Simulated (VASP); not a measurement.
Output of a VASP run:

File OSZICAR:
```
...
DAV:   4    -0.680563469613E+02    0.15558E-02   -0.12758E-03  1948   0.416E-01    0.110E-01
DAV:   5    -0.680555006649E+02    0.84630E-03   -0.14293E-03  2012   0.486E-01    0.516E-02
DAV:   6    -0.680555529441E+02   -0.52279E-04   -0.18136E-03  1852   0.234E-01    0.584E-02
DAV:   7    -0.680555514497E+02    0.14944E-05   -0.13224E-04  1808   0.544E-02    0.566E-02
DAV:   8    -0.680555307625E+02    0.20687E-04   -0.29260E-05  1492   0.432E-02    0.393E-02
DAV:   9    -0.680555144618E+02    0.16301E-04   -0.75263E-05  1684   0.123E-01    0.242E-02
DAV:  10    -0.680555134198E+02    0.10420E-05   -0.41286E-05  1628   0.677E-02
   5 F= -.68055513E+02 E0= -.68055513E+02  d E =-.463005E-01
       N       E                     dE             d eps       ncg     rms          rms(c)
DAV:   1    -0.680403296366E+02    0.15185E-01   -0.29280E+01  1674   0.206E+01    0.707E-01
DAV:   2    -0.680711481146E+02   -0.30818E-01   -0.36295E-01  1820   0.237E+00    0.275E-01
DAV:   3    -0.680696243565E+02    0.15238E-02   -0.42211E-03  1890   0.421E-01    0.186E-01
DAV:   4    -0.680684762628E+02    0.11481E-02   -0.94562E-04  1892   0.351E-01    0.926E-02
DAV:   5    -0.680679030099E+02    0.57325E-03   -0.10943E-03  2055   0.396E-01    0.431E-02
DAV:   6    -0.680679454375E+02   -0.42428E-04   -0.12304E-03  1815   0.193E-01    0.502E-02
DAV:   7    -0.680679457055E+02   -0.26801E-06   -0.82828E-05  1815   0.401E-02
   6 F= -.68067946E+02 E0= -.68067946E+02  d E =-.587327E-01
       N       E                     dE             d eps       ncg     rms          rms(c)
DAV:   1    -0.680709908322E+02   -0.30454E-02   -0.12770E+01  1674   0.128E+01    0.485E-01
DAV:   2    -0.680804387825E+02   -0.94480E-02   -0.11540E-01  1783   0.133E+00    0.177E-01
DAV:   3    -0.680801657292E+02    0.27305E-03   -0.11881E-03  1916   0.197E-01    0.116E-01
DAV:   4    -0.680799655158E+02    0.20021E-03   -0.29482E-04  1828   0.169E-01    0.379E-02
DAV:   5    -0.680799555634E+02    0.99524E-05   -0.29745E-04  1828   0.106E-01    0.209E-02
DAV:   6    -0.680799589416E+02   -0.33782E-05   -0.52094E-05  1756   0.368E-02
   7 F= -.68079959E+02 E0= -.68079959E+02  d E =-.120132E-01
       N       E                     dE             d eps       ncg     rms          rms(c)
DAV:   1    -0.680780732290E+02    0.18823E-02   -0.73938E+00  1684   0.973E+00    0.373E-01
DAV:   2    -0.680834236954E+02   -0.53505E-02   -0.66463E-02  1812   0.101E+00    0.134E-01
DAV:   3    -0.680832327861E+02    0.19091E-03   -0.77334E-04  1908   0.170E-01    0.912E-02
DAV:   4    -0.680830721940E+02    0.16059E-03   -0.15772E-04  1737   0.166E-01    0.279E-02
DAV:   5    -0.680830591617E+02    0.13032E-04   -0.23948E-04  1853   0.101E-01    0.166E-02
DAV:   6    -0.680830641134E+02   -0.49517E-05   -0.57967E-05  1749   0.381E-02
   8 F= -.68083064E+02 E0= -.68083064E+02  d E =-.151184E-01
       N       E                     dE             d eps       ncg     rms          rms(c)
DAV:   1    -0.680818843584E+02    0.11748E-02   -0.16270E+00  1674   0.523E+00    0.184E-01
DAV:   2    -0.680847314067E+02   -0.28470E-02   -0.30421E-02  1737   0.667E-01    0.791E-02
DAV:   3    -0.680846810613E+02    0.50345E-04   -0.18272E-04  1876   0.621E-02    0.536E-02
DAV:   4    -0.680846512080E+02    0.29853E-04   -0.88362E-05  1641   0.571E-02    0.114E-02
DAV:   5    -0.680846611411E+02   -0.99331E-05   -0.38244E-05  1547   0.253E-02
   9 F= -.68084661E+02 E0= -.68084661E+02  d E =-.159703E-02
```

File OUTCAR:
```
------------------------ aborting loop because EDIFF is reached ----------------------------------------
  FORCE on cell =-STRESS in cart. coord.  units (eV):
  Direction    XX          YY          ZZ          XY          YZ          ZX
  --------------------------------------------------------------------------------------
  Total      -11.1364093     -3.3002427     -4.3580147      0.0000000      0.0000000      0.0000000
  in kB      -32.6819510     -9.6852018    -12.7894386      0.0000000      0.0000000      0.0000000
  external PRESSURE =     -18.3855305 kB  Pullay stress =       0.0000000 kB
  volume of cell :      545.94
      direct lattice vectors                 reciprocal lattice vectors
     3.818109505  0.000000000  0.000000000     0.261909722  0.000000000  0.000000000
     0.000000000  5.399621607  0.000000000     0.000000000  0.185198163  0.000000000
     0.000000000  0.000000000 26.481103784     0.000000000  0.000000000  0.037762776
 POSITION                                       TOTAL-FORCE (eV/Angst)
 -----------------------------------------------------------------------------------
      3.81811      1.42275      8.42211         0.000000     -0.007540      0.009245
      0.00000      3.97687      8.42211         0.000000      0.007540      0.009245
      1.90905      1.32573     10.40472        -0.000000      0.016916      0.015389
      0.00000      1.34895     12.26336         0.000000      0.007811     -0.005394
      0.00000      4.05067     12.26336         0.000000     -0.007811     -0.005394
      1.90905      4.07389     10.40472         0.000000     -0.016916      0.015389
      1.90905      1.35086     14.21774         0.000000     -0.007811      0.005394
      0.00000      1.37408     16.07638         0.000000     -0.016916     -0.015389
      3.81811      4.02554     16.07638         0.000000      0.016916     -0.015389
      1.90905      4.04877     14.21774         0.000000      0.007811      0.005394
      1.90905      1.27706     18.05899         0.000000      0.007540     -0.009245
      1.90905      4.12257     18.05899         0.000000     -0.007540     -0.009245
      1.90905      2.69981      8.61608         0.000000      0.000000      0.008542
      0.00000      0.00000     10.27723         0.000000      0.000000     -0.007889
      1.90905      2.69981     12.32841         0.000000      0.000000      0.005568
      0.00000      0.00000     14.15269         0.000000      0.000000     -0.005568
      1.90905      2.69981     16.20387         0.000000      0.000000      0.007889
      0.00000      0.00000     17.86502         0.000000      0.000000     -0.008542
 -----------------------------------------------------------------------------------
    total drift:                               -0.000000      0.000000     -0.000000
  FREE ENERGIE OF THE ION-ELECTRON SYSTEM (eV)
  ---------------------------------------------------
  free  energy   TOTEN  =       -68.0846611411 eV

  energy  without entropy=      -68.0846611411  energy(sigma->0) =      -68.08466114

 reached required accuracy - stopping structural energy minimisation
```
(Selected blocks of OUTCAR.)

File POSCAR:
```
CdF2(110) slab
1
    3.8181095045    -0.0000000000    -0.0000000000
   -0.0000000000     5.3996216072     0.0000000000
    0.0000000000     0.0000000000    26.4811037841
F Cd
12 6
Direct
  0.0000000000   0.2500000000   0.3197720000
  0.0000000000   0.7500000000   0.3197720000
  0.5000000000   0.2500000000   0.3918630000
  0.0000000000   0.2500000000   0.4639540000
  0.0000000000   0.7500000000   0.4639540000
  0.5000000000   0.7500000000   0.3918630000
  0.5000000000   0.2500000000   0.5360460000
  0.0000000000   0.2500000000   0.6081370000
  0.0000000000   0.7500000000   0.6081370000
  0.5000000000   0.7500000000   0.5360460000
  0.5000000000   0.2500000000   0.6802280000
  0.5000000000   0.7500000000   0.6802280000
  0.5000000000   0.5000000000   0.3197720000
  0.0000000000   0.0000000000   0.3918630000
  0.5000000000   0.5000000000   0.4639540000
  0.0000000000   0.0000000000   0.5360460000
  0.5000000000   0.5000000000   0.6081370000
  0.0000000000   0.0000000000   0.6802280000
```

Question: Write an INCAR and KPOINTS that could have produced this output.

Answer: Several could match; the one computed here: the input of the run itself, PBEsol GGA, plane waves, VASP's PBE PAW potentials (set 64).

### INCAR
```
! general
SYSTEM   =  CdF2(110) slab
PREC     =  Normal
ENCUT    =  450
LREAL    =  Auto
LASPH    =  .TRUE.

! electronic loop
EDIFF    =  1E-5
NELM     =  100
NELMIN   =  4
ALGO     =  Normal
LMAXMIX  =  4

! smearing
ISMEAR   =  0
SIGMA    =  0.05

! functional
GGA      =  PS

! ions
IBRION   =  2
NSW      =  50
ISIF     =  2
EDIFFG   =  -0.03

! output
LWAVE    =  .TRUE.
LCHARG   =  .FALSE.

! other
LDIPOL   =  .TRUE.
IDIPOL   =  3
DIPOL    =  0.5 0.5 0.5
```

File KPOINTS:
```
Automatic
0
Gamma
 5 4 1
```

POTCAR, in this order: F Cd (PBE.64 set). Program: vasp_std.

At this cut-off the stress carries a Pulay error, which pulls relaxed volumes low.

The cell is a thin slab with vacuum, built from CdF2 (fluorite): (110) face.
